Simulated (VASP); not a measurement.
Computed with rev-vdW-DF2, VASP's PBE PAW potentials (set 64) (plane waves; VASP).

The input files of a VASP run:

File POSCAR:
```
SnTe
1
   -0.0000000000     3.1842313616     3.1842313616
    3.1842313616     0.0000000000     3.1842313616
    3.1842313616     3.1842313616    -0.0000000000
Sn Te
1 1
Direct
  0.0000000000   0.0000000000   0.0000000000
  0.5000000000   0.5000000000   0.5000000000
```

**KPOINTS**
```
Automatic mesh
0
gamma
 7 7 7
0 0 0
```

INCAR:
```
! general
SYSTEM    =  SnTe
PREC      =  Accurate
ENCUT     =  520
LREAL     =  .FALSE.
LASPH     =  .TRUE.

! electronic loop
EDIFF     =  1E-6
NELM      =  100
ALGO      =  Normal
LMAXMIX   =  4

! smearing
ISMEAR    =  0
SIGMA     =  0.05

! functional
GGA       =  MK
LUSE_VDW  =  .TRUE.
AGGAC     =  0.0
PARAM1    =  0.1234568
PARAM2    =  0.7114
ZAB_VDW   =  -1.8867

! ions
IBRION    =  2
NSW       =  60
ISIF      =  3
EDIFFG    =  -0.01

! output
LWAVE     =  .FALSE.
LCHARG    =  .FALSE.
```

POTCAR, in this order: Sn_d Te (PBE.64 set). Program: vasp_std.

**Question.** What does the run give for the energy per atom (σ→0)?

**Answer.** 
```json
{
  "energy per atom (σ→0)": "-1.555 eV/atom"
}
```

**OSZICAR**
```
...
DAV:   6    -0.310773900215E+01    0.63887E-01   -0.17165E-01   684   0.299E+00    0.272E+00
DAV:   7    -0.310951046646E+01   -0.17715E-02   -0.52727E-02   674   0.125E+00    0.877E-01
DAV:   8    -0.311006313832E+01   -0.55267E-03   -0.66549E-03   626   0.756E-01    0.154E-01
DAV:   9    -0.311015117853E+01   -0.88040E-04   -0.64254E-04   698   0.258E-01    0.319E-02
DAV:  10    -0.311015529083E+01   -0.41123E-05   -0.73529E-05   596   0.762E-02    0.232E-02
DAV:  11    -0.311015985407E+01   -0.45632E-05   -0.30083E-05   626   0.452E-02    0.238E-02
DAV:  12    -0.311015964757E+01    0.20649E-06   -0.21521E-06   600   0.906E-03
   1 F= -.31101596E+01 E0= -.31101596E+01  d E =-.311016E+01
```

The compound is SnTe in the rock salt structure, which distorts at low temperature. It was relaxed first. The start is the result of an earlier pass.
